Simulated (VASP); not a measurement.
Output of a VASP run:

File OSZICAR:
```
...
DAV:   1    -0.118561543091E+02    0.41797E-02   -0.42701E-02  5469   0.369E+00    0.431E-01
DAV:   2    -0.118540555356E+02    0.20988E-02   -0.33392E-02  5538   0.290E+00    0.202E-01
DAV:   3    -0.118536498398E+02    0.40570E-03   -0.48553E-03  5617   0.110E+00    0.887E-02
DAV:   4    -0.118536283139E+02    0.21526E-04   -0.16911E-04  5897   0.123E-01    0.371E-02
DAV:   5    -0.118536206869E+02    0.76270E-05   -0.37364E-05  6724   0.813E-02    0.184E-02
DAV:   6    -0.118536153434E+02    0.53435E-05   -0.36331E-05  5697   0.830E-02    0.796E-03
DAV:   7    -0.118536179319E+02   -0.25885E-05   -0.16572E-05  5374   0.451E-02    0.308E-03
DAV:   8    -0.118536180655E+02   -0.13362E-06   -0.97857E-07  4527   0.130E-02    0.403E-04
DAV:   9    -0.118536180816E+02   -0.16170E-07   -0.22334E-08  2646   0.198E-03
   4 F= -.10079317E+02 E0= -.10079563E+02  d E =-.102578E+00  mag=     0.6751
       N       E                     dE             d eps       ncg     rms          rms(c)
DAV:   1    -0.118506393090E+02    0.29788E-02   -0.12129E-02  5466   0.197E+00    0.229E-01
DAV:   2    -0.118500431146E+02    0.59619E-03   -0.94426E-03  5538   0.154E+00    0.106E-01
DAV:   3    -0.118499299332E+02    0.11318E-03   -0.13596E-03  5620   0.583E-01    0.473E-02
DAV:   4    -0.118499241304E+02    0.58028E-05   -0.49666E-05  5878   0.669E-02    0.198E-02
DAV:   5    -0.118499213964E+02    0.27339E-05   -0.10941E-05  6722   0.441E-02    0.102E-02
DAV:   6    -0.118499189224E+02    0.24740E-05   -0.11264E-05  5572   0.459E-02    0.436E-03
DAV:   7    -0.118499193018E+02   -0.37939E-06   -0.47286E-06  5422   0.236E-02    0.152E-03
DAV:   8    -0.118499193664E+02   -0.64584E-07   -0.22959E-07  2752   0.638E-03
   5 F= -.10079329E+02 E0= -.10079560E+02  d E =-.102590E+00  mag=     0.6714
       N       E                     dE             d eps       ncg     rms          rms(c)
DAV:   1    -0.118536938844E+02   -0.37746E-02   -0.92759E-03  5462   0.173E+00    0.199E-01
DAV:   2    -0.118532399610E+02    0.45392E-03   -0.71497E-03  5536   0.133E+00    0.907E-02
DAV:   3    -0.118531536528E+02    0.86308E-04   -0.10189E-03  5618   0.505E-01    0.412E-02
DAV:   4    -0.118531476860E+02    0.59668E-05   -0.40104E-05  5840   0.600E-02    0.172E-02
DAV:   5    -0.118531485899E+02   -0.90388E-06   -0.82199E-06  6718   0.383E-02    0.906E-03
DAV:   6    -0.118531501432E+02   -0.15533E-05   -0.67699E-06  5577   0.356E-02    0.347E-03
DAV:   7    -0.118531516210E+02   -0.14778E-05   -0.26099E-06  5394   0.164E-02    0.115E-03
DAV:   8    -0.118531515967E+02    0.24356E-07   -0.13577E-07  2644   0.492E-03
   6 F= -.10079324E+02 E0= -.10079568E+02  d E =0.481008E-05  mag=     0.6746
       N       E                     dE             d eps       ncg     rms          rms(c)
DAV:   1    -0.118515236984E+02    0.16279E-02   -0.28928E-03  5458   0.963E-01    0.111E-01
DAV:   2    -0.118513823278E+02    0.14137E-03   -0.22396E-03  5536   0.749E-01    0.513E-02
DAV:   3    -0.118513557041E+02    0.26624E-04   -0.32153E-04  5614   0.284E-01    0.230E-02
DAV:   4    -0.118513545149E+02    0.11892E-05   -0.11991E-05  5850   0.328E-02    0.964E-03
DAV:   5    -0.118513534270E+02    0.10879E-05   -0.25965E-06  6729   0.215E-02    0.500E-03
DAV:   6    -0.118513523437E+02    0.10833E-05   -0.25755E-06  5246   0.220E-02    0.208E-03
DAV:   7    -0.118513522174E+02    0.12628E-06   -0.10595E-06  5065   0.111E-02    0.702E-04
DAV:   8    -0.118513522429E+02   -0.25532E-07   -0.49945E-08  2624   0.298E-03
   7 F= -.10079335E+02 E0= -.10079572E+02  d E =-.600821E-05  mag=     0.6728
```

### OUTCAR
```
------------------------ aborting loop because EDIFF is reached ----------------------------------------
  FORCE on cell =-STRESS in cart. coord.  units (eV):
  Direction    XX          YY          ZZ          XY          YZ          ZX
  --------------------------------------------------------------------------------------
  Total        1.7704424      1.7704424      1.7704424      0.0000000      0.0000000     -0.0000000
  in kB      299.7333540    299.7333540    299.7333540      0.0000000      0.0000000     -0.0000000
  external PRESSURE =      -0.2666460 kB  Pullay stress =     300.0000000 kB
  volume of cell :        9.46
      direct lattice vectors                 reciprocal lattice vectors
     0.000000000  1.678839216  1.678839216    -0.297824828  0.297824828  0.297824828
     1.678839216 -0.000000000  1.678839216     0.297824828 -0.297824828  0.297824828
     1.678839216  1.678839216 -0.000000000     0.297824828  0.297824828 -0.297824828
 POSITION                                       TOTAL-FORCE (eV/Angst)
 -----------------------------------------------------------------------------------
      0.00000      0.00000      0.00000        -0.000000      0.000000      0.000000
 -----------------------------------------------------------------------------------
    total drift:                                0.000000     -0.000000      0.000000
  FREE ENERGIE OF THE ION-ELECTRON SYSTEM (eV)
  ---------------------------------------------------
  free  energy   TOTEN  =       -11.8513522429 eV

  energy  without entropy=      -11.8520625236  energy(sigma->0) =      -11.85158900
  enthalpy is  TOTEN    =       -10.0793348354 eV   P V=        1.7720174076

 total charge

# of ion       s       p       d       tot
------------------------------------------
    1        0.580   0.656   8.399   9.635

 magnetization (x)

# of ion       s       p       d       tot
------------------------------------------
    1       -0.010  -0.045   0.733   0.678

 reached required accuracy - stopping structural energy minimisation
```
(Selected blocks of OUTCAR.)

File POSCAR:
```
Ni
1
   -0.0000000000     1.7381331323     1.7381331323
    1.7381331323     0.0000000000     1.7381331323
    1.7381331323     1.7381331323     0.0000000000
Ni
1
Direct
  0.0000000000   0.0000000000   0.0000000000
```

Problem. Write an INCAR and KPOINTS that could have produced this output.

Solution. One answer among several that fit: the input of the run itself, r2SCAN meta-GGA, plane waves, VASP's PBE PAW potentials (set 64).

### KPOINTS
```
Automatic mesh
0
Gamma
16 16 16
0 0 0
```

### INCAR
```
ISIF=3
EDIFF=1E-7
LMIXTAU=.TRUE.
EDIFFG=-0.01   ! ionic stop
LWAVE=.FALSE.
LCHARG=.FALSE.
IBRION=2   ! conjugate gradients
LASPH=.TRUE.   ! aspherical one-centre terms
NELM=100
LREAL=.FALSE.   ! projection in real space or not
ISMEAR=1   ! Methfessel-Paxton
ENCUT=480   ! plane-wave cut-off (eV)
LORBIT=10
SIGMA=0.1
ALGO=Normal
MAGMOM=0.8
PREC=Accurate
NSW=40   ! most ionic steps
METAGGA=R2SCAN
PSTRESS=300
SYSTEM=Ni
ISPIN=2   ! spin-polarised
LMAXMIX=4   ! l cut-off of mixed one-centre charges
```

POTCAR, in this order: Ni (PBE.64 set). Program: vasp_std.

Energy and stress use the plane-wave basis of the starting cell.

The compound is Ni in the fcc structure. This run relaxes it under an external pressure of 30 GPa. Symmetry was kept, so distortions that lower it aren't found.
